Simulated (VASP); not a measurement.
Output of a VASP run:

File OSZICAR:
```
...
DAV:   4    -0.227236722980E+02    0.24051E-03   -0.50392E-04  1336   0.334E-01    0.229E-02
DAV:   5    -0.227236683555E+02    0.39425E-05   -0.16448E-04  1224   0.149E-01    0.122E-02
DAV:   6    -0.227236657637E+02    0.25918E-05   -0.27268E-05  1120   0.439E-02    0.396E-03
DAV:   7    -0.227236658528E+02   -0.89053E-07   -0.26718E-06   720   0.132E-02
   5 F= -.22723666E+02 E0= -.22723666E+02  d E =-.906858E-03
       N       E                     dE             d eps       ncg     rms          rms(c)
DAV:   1    -0.227468233743E+02   -0.23158E-01   -0.15836E+00  1312   0.107E+01    0.921E-01
DAV:   2    -0.227291202339E+02    0.17703E-01   -0.63116E-02  1104   0.255E+00    0.436E-01
DAV:   3    -0.227251001259E+02    0.40201E-02   -0.64993E-03  1152   0.142E+00    0.198E-01
DAV:   4    -0.227241567943E+02    0.94333E-03   -0.19878E-03  1320   0.662E-01    0.432E-02
DAV:   5    -0.227241490647E+02    0.77296E-05   -0.60987E-04  1208   0.292E-01    0.229E-02
DAV:   6    -0.227241408817E+02    0.81829E-05   -0.97970E-05  1184   0.845E-02    0.765E-03
DAV:   7    -0.227241413136E+02   -0.43186E-06   -0.10631E-05  1032   0.258E-02    0.296E-03
DAV:   8    -0.227241413461E+02   -0.32542E-07   -0.13826E-06   520   0.137E-02
   6 F= -.22724141E+02 E0= -.22724141E+02  d E =-.138235E-02
       N       E                     dE             d eps       ncg     rms          rms(c)
DAV:   1    -0.227376249163E+02   -0.13484E-01   -0.45878E-01  1064   0.861E+00    0.750E-01
DAV:   2    -0.227264788437E+02    0.11146E-01   -0.59610E-02  1112   0.236E+00    0.258E-01
DAV:   3    -0.227247362476E+02    0.17426E-02   -0.49289E-03  1104   0.127E+00    0.119E-01
DAV:   4    -0.227243287303E+02    0.40752E-03   -0.13907E-03  1248   0.610E-01    0.381E-02
DAV:   5    -0.227243033222E+02    0.25408E-04   -0.40367E-04  1232   0.201E-01    0.206E-02
DAV:   6    -0.227242922053E+02    0.11117E-04   -0.49707E-05  1336   0.630E-02    0.605E-03
DAV:   7    -0.227242924109E+02   -0.20557E-06   -0.41465E-06   936   0.182E-02
   7 F= -.22724292E+02 E0= -.22724292E+02  d E =-.151065E-03
       N       E                     dE             d eps       ncg     rms          rms(c)
DAV:   1    -0.227246659899E+02   -0.37378E-03   -0.12501E-02  1064   0.141E+00    0.125E-01
DAV:   2    -0.227243537225E+02    0.31227E-03   -0.16461E-03  1128   0.392E-01    0.432E-02
DAV:   3    -0.227243046681E+02    0.49054E-04   -0.13793E-04  1112   0.215E-01    0.199E-02
DAV:   4    -0.227242956142E+02    0.90539E-05   -0.38671E-05  1248   0.101E-01    0.645E-03
DAV:   5    -0.227242969964E+02   -0.13822E-05   -0.11314E-05  1216   0.336E-02    0.346E-03
DAV:   6    -0.227242971548E+02   -0.15835E-06   -0.10580E-06   496   0.105E-02
   8 F= -.22724297E+02 E0= -.22724297E+02  d E =-.155809E-03
       N       E                     dE             d eps       ncg     rms          rms(c)
DAV:   1    -0.227246060642E+02   -0.30907E-03   -0.37564E-02  1264   0.158E+00    0.105E-01
DAV:   2    -0.227244064272E+02    0.19964E-03   -0.10465E-03  1152   0.357E-01    0.387E-02
DAV:   3    -0.227243610329E+02    0.45394E-04   -0.12004E-04  1136   0.206E-01    0.154E-02
DAV:   4    -0.227243535547E+02    0.74782E-05   -0.33419E-05  1344   0.776E-02    0.455E-03
DAV:   5    -0.227243514333E+02    0.21214E-05   -0.49037E-06   912   0.263E-02    0.151E-03
DAV:   6    -0.227243513047E+02    0.12859E-06   -0.24397E-07   464   0.791E-03
   9 F= -.22724351E+02 E0= -.22724351E+02  d E =-.541499E-04
```

**OUTCAR**
```
------------------------ aborting loop because EDIFF is reached ----------------------------------------
  FORCE on cell =-STRESS in cart. coord.  units (eV):
  Direction    XX          YY          ZZ          XY          YZ          ZX
  --------------------------------------------------------------------------------------
  Total        0.0174020      0.0174020     -0.0032699      0.0000000      0.0000000      0.0000000
  in kB        0.3688637      0.3688637     -0.0693098      0.0000000      0.0000000      0.0000000
  external PRESSURE =       0.2228059 kB  Pullay stress =       0.0000000 kB
  volume of cell :       75.59
      direct lattice vectors                 reciprocal lattice vectors
     3.867791774  0.000000000  0.000000000     0.258545459  0.000000000  0.000000000
     0.000000000  3.867791774 -0.000000000     0.000000000  0.258545459 -0.000000000
     0.000000000  0.000000000  5.052642240     0.000000000  0.000000000  0.197916249
 POSITION                                       TOTAL-FORCE (eV/Angst)
 -----------------------------------------------------------------------------------
      1.93390      3.86779      3.88964         0.000000     -0.000000     -0.000316
      3.86779      1.93390      1.16300         0.000000      0.000000      0.000316
      1.93390      1.93390      5.05264        -0.000000     -0.000000      0.000000
      0.00000      0.00000     -0.00000         0.000000      0.000000      0.000000
 -----------------------------------------------------------------------------------
    total drift:                                0.000000     -0.000000      0.000000
  FREE ENERGIE OF THE ION-ELECTRON SYSTEM (eV)
  ---------------------------------------------------
  free  energy   TOTEN  =       -22.7243513047 eV

  energy  without entropy=      -22.7243513047  energy(sigma->0) =      -22.72435130

 reached required accuracy - stopping structural energy minimisation
```
(Selected blocks of OUTCAR.)

POSCAR:
```
SnO
1
    3.8709367491     0.0000000000     0.0000000000
    0.0000000000     3.8709367491     0.0000000000
    0.0000000000    -0.0000000000     4.9558019300
Sn O
2 2
Direct
  0.5000000000   0.0000000000   0.7660729478
  0.0000000000   0.5000000000   0.2339270522
  0.5000000000   0.5000000000   0.0000000000
  0.0000000000   0.0000000000   0.0000000000
```

**Question.** Write an INCAR and KPOINTS that could have produced this output.

**Answer.** This is not unique; one that fits is the input of the run itself, PBE GGA, plane waves, VASP's PBE PAW potentials (set 64).

### INCAR
```
SYSTEM = SnO
PREC = Accurate; ENCUT = 520; LREAL = .False.
LASPH = .True.
EDIFF = 1E-6; NELM = 100; ALGO = Normal
LMAXMIX = 4
ISMEAR = 0; SIGMA = 0.05
GGA = PE
IBRION = 2; NSW = 60; ISIF = 3
EDIFFG = -0.02
LWAVE = .False.; LCHARG = .False.
```

**KPOINTS**
```
Automatic mesh
0
Gamma
5 5 4
0 0 0
```

POTCAR, in this order: Sn_d O (PBE.64 set). Program: vasp_std.

Without a dispersion term in the relaxation, distances and binding between the weakly bound layers, chains or molecules are unreliable, and so is what depends on them.

The compound is SnO in the litharge structure. This run relaxes it. Symmetry was kept, so distortions that lower it aren't found. The start is the result of an earlier pass.
